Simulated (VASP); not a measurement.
Level of theory: r2SCAN meta-GGA, VASP's PBE PAW potentials (set 64) (plane waves; VASP).

VASP input:

File POSCAR:
```
Te
1
    2.1870707474    -3.7881173706     0.0000000000
    2.1870707474     3.7881173706    -0.0000000000
    0.0000000000     0.0000000000     5.8827204430
Te
3
Direct
  1.0000000000   0.2816655890   0.6666670000
  0.7183344110   0.7183344110   0.0000000000
  0.2816655890   1.0000000000   0.3333330000
```

**KPOINTS**
```
K-points
0
Gamma
  5 5 4
```

**INCAR**
```
ALGO  =  Normal
EDIFF  =  1E-6
EDIFFG  =  -0.02
ENCUT  =  400
IBRION  =  2
ISIF  =  3
ISMEAR  =  0
LASPH  =  .TRUE.
LCHARG  =  .FALSE.
LMAXMIX  =  4
LMIXTAU  =  .TRUE.
LREAL  =  .FALSE.
LWAVE  =  .FALSE.
METAGGA  =  R2SCAN
NELM  =  100
NSW  =  60
PREC  =  Accurate
SIGMA  =  0.05
SYSTEM  =  Te
```

POTCAR, in this order: Te (PBE.64 set). Program: vasp_std.

What VASP printed:

**OSZICAR**
```
...
   5 F= -.76227993E+02 E0= -.76227993E+02  d E =-.456322E-01
       N       E                     dE             d eps       ncg     rms          rms(c)
DAV:   1    -0.760842399838E+02    0.14375E+00   -0.18470E+01   442   0.248E+01    0.392E+00
DAV:   2    -0.762053440456E+02   -0.12110E+00   -0.80770E-01   492   0.617E+00    0.834E-01
DAV:   3    -0.761908880598E+02    0.14456E-01   -0.22264E-02   512   0.110E+00    0.522E-01
DAV:   4    -0.761845621749E+02    0.63259E-02   -0.16918E-02   450   0.806E-01    0.340E-01
DAV:   5    -0.761851275478E+02   -0.56537E-03   -0.12613E-03   612   0.324E-01    0.255E-01
DAV:   6    -0.761821698017E+02    0.29577E-02   -0.19464E-03   442   0.444E-01    0.915E-02
DAV:   7    -0.761852189090E+02   -0.30491E-02   -0.14724E-03   442   0.396E-01    0.129E-02
DAV:   8    -0.761852551758E+02   -0.36267E-04   -0.52301E-05   462   0.724E-02    0.635E-03
DAV:   9    -0.761852612240E+02   -0.60482E-05   -0.38975E-06   477   0.178E-02    0.923E-03
DAV:  10    -0.761852605178E+02    0.70619E-06   -0.42030E-07   236   0.620E-03
   6 F= -.76185261E+02 E0= -.76185261E+02  d E =-.290019E-02
       N       E                     dE             d eps       ncg     rms          rms(c)
DAV:   1    -0.761918598062E+02   -0.65986E-02   -0.12451E+01   442   0.207E+01    0.219E+00
DAV:   2    -0.762431097132E+02   -0.51250E-01   -0.46254E-01   487   0.480E+00    0.520E-01
DAV:   3    -0.762341199280E+02    0.89898E-02   -0.16763E-02   502   0.902E-01    0.322E-01
DAV:   4    -0.762317773889E+02    0.23425E-02   -0.90916E-03   468   0.622E-01    0.297E-01
DAV:   5    -0.762312764687E+02    0.50092E-03   -0.16606E-03   462   0.377E-01    0.152E-01
DAV:   6    -0.762306098934E+02    0.66658E-03   -0.28582E-03   442   0.518E-01    0.766E-02
DAV:   7    -0.762320727523E+02   -0.14629E-02   -0.97856E-04   442   0.300E-01    0.107E-02
DAV:   8    -0.762320896473E+02   -0.16895E-04   -0.22153E-05   472   0.451E-02    0.625E-03
DAV:   9    -0.762320923911E+02   -0.27438E-05   -0.62861E-06   447   0.255E-02    0.378E-03
DAV:  10    -0.762320929443E+02   -0.55323E-06   -0.38162E-07   236   0.579E-03
   7 F= -.76232093E+02 E0= -.76232093E+02  d E =-.497326E-01
       N       E                     dE             d eps       ncg     rms          rms(c)
DAV:   1    -0.762636520849E+02   -0.31560E-01   -0.19412E+00   442   0.727E+00    0.997E-01
DAV:   2    -0.762484295769E+02    0.15223E-01   -0.76579E-02   452   0.186E+00    0.637E-01
DAV:   3    -0.762348491250E+02    0.13580E-01   -0.24909E-02   452   0.854E-01    0.415E-01
DAV:   4    -0.762346775841E+02    0.17154E-03   -0.17975E-03   477   0.295E-01    0.366E-01
DAV:   5    -0.762337346489E+02    0.94294E-03   -0.69327E-04   452   0.245E-01    0.102E-01
DAV:   6    -0.762342756815E+02   -0.54103E-03   -0.10094E-03   442   0.328E-01    0.578E-02
DAV:   7    -0.762345741316E+02   -0.29845E-03   -0.14329E-04   442   0.118E-01    0.132E-02
DAV:   8    -0.762345736231E+02    0.50848E-06   -0.44011E-06   467   0.200E-02
   8 F= -.76234574E+02 E0= -.76234574E+02  d E =-.248068E-02
       N       E                     dE             d eps       ncg     rms          rms(c)
DAV:   1    -0.762406994516E+02   -0.61253E-02   -0.29800E-01   442   0.288E+00    0.408E-01
DAV:   2    -0.762381421724E+02    0.25573E-02   -0.11184E-02   442   0.719E-01    0.252E-01
DAV:   3    -0.762360612846E+02    0.20809E-02   -0.40927E-03   457   0.342E-01    0.139E-01
DAV:   4    -0.762360641038E+02   -0.28191E-05   -0.26611E-04   472   0.121E-01    0.116E-01
DAV:   5    -0.762359454714E+02    0.11863E-03   -0.12950E-04   452   0.109E-01    0.359E-02
DAV:   6    -0.762360341244E+02   -0.88653E-04   -0.17970E-04   442   0.140E-01    0.170E-02
DAV:   7    -0.762360801824E+02   -0.46058E-04   -0.27171E-05   442   0.513E-02    0.490E-03
DAV:   8    -0.762360798210E+02    0.36140E-06   -0.78917E-07   261   0.895E-03
   9 F= -.76236080E+02 E0= -.76236080E+02  d E =-.398688E-02
       N       E                     dE             d eps       ncg     rms          rms(c)
DAV:   1    -0.762406588386E+02   -0.45787E-02   -0.57669E-01   442   0.414E+00    0.785E-01
DAV:   2    -0.762395768346E+02    0.10820E-02   -0.22428E-02   452   0.999E-01    0.221E-01
DAV:   3    -0.762390862996E+02    0.49054E-03   -0.16027E-03   522   0.270E-01    0.173E-01
DAV:   4    -0.762387438776E+02    0.34242E-03   -0.11103E-03   452   0.205E-01    0.783E-02
DAV:   5    -0.762387163900E+02    0.27488E-04   -0.30391E-04   447   0.156E-01    0.382E-02
DAV:   6    -0.762387953549E+02   -0.78965E-04   -0.13463E-04   452   0.116E-01    0.196E-02
DAV:   7    -0.762388343309E+02   -0.38976E-04   -0.28908E-05   447   0.517E-02    0.811E-03
DAV:   8    -0.762388385170E+02   -0.41861E-05   -0.55201E-06   462   0.223E-02    0.478E-03
DAV:   9    -0.762388403205E+02   -0.18035E-05   -0.78045E-07   241   0.823E-03    0.463E-04
DAV:  10    -0.762388404573E+02   -0.13680E-06   -0.60085E-08   221   0.215E-03
  10 F= -.76238840E+02 E0= -.76238840E+02  d E =-.276064E-02
       N       E                     dE             d eps       ncg     rms          rms(c)
DAV:   1    -0.762406799545E+02   -0.18396E-02   -0.36060E-01   442   0.327E+00    0.624E-01
DAV:   2    -0.762399876239E+02    0.69233E-03   -0.14011E-02   452   0.789E-01    0.174E-01
DAV:   3    -0.762396814240E+02    0.30620E-03   -0.10065E-03   517   0.214E-01    0.137E-01
DAV:   4    -0.762394761296E+02    0.20529E-03   -0.70682E-04   452   0.164E-01    0.596E-02
DAV:   5    -0.762394584767E+02    0.17653E-04   -0.18502E-04   442   0.122E-01    0.310E-02
DAV:   6    -0.762395024992E+02   -0.44022E-04   -0.91044E-05   452   0.951E-02    0.176E-02
DAV:   7    -0.762395306456E+02   -0.28146E-04   -0.21844E-05   447   0.444E-02    0.685E-03
DAV:   8    -0.762395335606E+02   -0.29150E-05   -0.37406E-06   452   0.180E-02    0.378E-03
DAV:   9    -0.762395347214E+02   -0.11608E-05   -0.47046E-07   221   0.629E-03    0.332E-04
DAV:  10    -0.762395348600E+02   -0.13852E-06   -0.40915E-08   221   0.177E-03
  11 F= -.76239535E+02 E0= -.76239535E+02  d E =-.345504E-02
       N       E                     dE             d eps       ncg     rms          rms(c)
DAV:   1    -0.762399037139E+02   -0.36899E-03   -0.18669E-02   442   0.740E-01    0.106E-01
DAV:   2    -0.762397207876E+02    0.18293E-03   -0.58239E-04   472   0.163E-01    0.629E-02
DAV:   3    -0.762396473221E+02    0.73466E-04   -0.31646E-04   462   0.113E-01    0.312E-02
DAV:   4    -0.762396511867E+02   -0.38647E-05   -0.20273E-05   492   0.342E-02    0.258E-02
DAV:   5    -0.762396447143E+02    0.64724E-05   -0.44199E-06   462   0.191E-02    0.129E-02
DAV:   6    -0.762396456908E+02   -0.97642E-06   -0.58342E-06   442   0.241E-02
  12 F= -.76239646E+02 E0= -.76239646E+02  d E =-.110831E-03
       N       E                     dE             d eps       ncg     rms          rms(c)
DAV:   1    -0.762396687896E+02   -0.24075E-04   -0.95878E-04   442   0.168E-01    0.235E-02
DAV:   2    -0.762396593562E+02    0.94334E-05   -0.30683E-05   467   0.381E-02    0.138E-02
DAV:   3    -0.762396557975E+02    0.35587E-05   -0.15186E-05   462   0.261E-02    0.678E-03
DAV:   4    -0.762396567623E+02   -0.96476E-06   -0.11238E-06   271   0.906E-03
  13 F= -.76239657E+02 E0= -.76239657E+02  d E =-.121902E-03
       N       E                     dE             d eps       ncg     rms          rms(c)
DAV:   1    -0.762397744926E+02   -0.11870E-03   -0.91112E-03   447   0.536E-01    0.876E-02
DAV:   2    -0.762397441179E+02    0.30375E-04   -0.22230E-04   487   0.104E-01    0.296E-02
DAV:   3    -0.762397538496E+02   -0.97317E-05   -0.38228E-05   472   0.472E-02    0.146E-02
DAV:   4    -0.762397559285E+02   -0.20789E-05   -0.14018E-05   497   0.249E-02    0.638E-03
DAV:   5    -0.762397557946E+02    0.13386E-06   -0.38582E-06   442   0.171E-02
  14 F= -.76239756E+02 E0= -.76239756E+02  d E =-.990323E-04
```

### OUTCAR
```
------------------------ aborting loop because EDIFF is reached ----------------------------------------
  FORCE on cell =-STRESS in cart. coord.  units (eV):
  Direction    XX          YY          ZZ          XY          YZ          ZX
  --------------------------------------------------------------------------------------
  Total       -0.0131272     -0.0131272     -0.0100977      0.0000000     -0.0000000      0.0000000
  in kB       -0.1931397     -0.1931397     -0.1485674      0.0000000     -0.0000000      0.0000000
  external PRESSURE =      -0.1782822 kB  Pullay stress =       0.0000000 kB
  volume of cell :      108.90
      direct lattice vectors                 reciprocal lattice vectors
     2.305447452 -3.993151791  0.000000000     0.216877639 -0.125214374  0.000000000
     2.305447452  3.993151791 -0.000000000     0.216877639  0.125214374 -0.000000000
     0.000000000  0.000000000  5.914378817     0.000000000  0.000000000  0.169079464
 POSITION                                       TOTAL-FORCE (eV/Angst)
 -----------------------------------------------------------------------------------
      2.89206     -2.97711      3.94292         0.002172      0.003761      0.000000
      3.43767      0.00000     -0.00000        -0.004343     -0.000000     -0.000000
      2.89206      2.97711      1.97146         0.002172     -0.003761     -0.000000
 -----------------------------------------------------------------------------------
    total drift:                               -0.000166     -0.000395      0.000012
  FREE ENERGIE OF THE ION-ELECTRON SYSTEM (eV)
  ---------------------------------------------------
  free  energy   TOTEN  =       -76.2397557946 eV

  energy  without entropy=      -76.2397557946  energy(sigma->0) =      -76.23975579

 reached required accuracy - stopping structural energy minimisation
```
(Selected blocks of OUTCAR.)

**CONTCAR**
```
Te
   1.00000000000000
     2.3054474523023760   -3.9931517906156624    0.0000000000000000
     2.3054474523023760    3.9931517906156624   -0.0000000000000000
     0.0000000000000000    0.0000000000000000    5.9143788170479707
  Te
     3
Direct
     0.9999999999946155    0.2544466477461260    0.6666669999999968
     0.7455533522592586    0.7455533522592586    0.0000000000000000
     0.2544466477461260    0.9999999999946155    0.3333330000000032
```

Energy and stress use the plane-wave basis of the starting cell.

The compound is Te in the trig structure. This run relaxes it. Symmetry was kept, so distortions that lower it aren't found. The start is the result of an earlier pass.
